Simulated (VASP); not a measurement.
Energy against volume of Gd (hcp). All values below come from PBE GGA, VASP's PBE PAW potentials (set 64) (plane waves; VASP). Run with 520 eV cut-off, 12×12×7 Γ-centred mesh, first-order Methfessel-Paxton smearing of 0.10 eV, potentials Gd_3.

The 4f electrons are frozen in the core of the lanthanide potential, so 4f levels, which can set the real gap, and their magnetism are missing.

Shape and ions are relaxed at each volume.

| V (Å³/atom) | E (eV/atom) |
|---|---|
| 31.047 | -4.56668 |
| 32.038 | -4.57666 |
| 33.029 | -4.57912 |
| 34.020 | -4.57493 |

Fit these four points and predict the energy of the run at 35.011 Å³/atom.

A cubic in V^(−2/3), the third-order Birch-Murnaghan form, passes through the four points with V0 = 32.88 Å³/atom and B0 = 36 GPa, and gives -4.5649 eV/atom there. The run gave -4.5646 eV/atom, +0.2 meV/atom from the fit; all five points give B0 = 37 GPa.

The compound is Gd in the hcp structure. It was relaxed first.
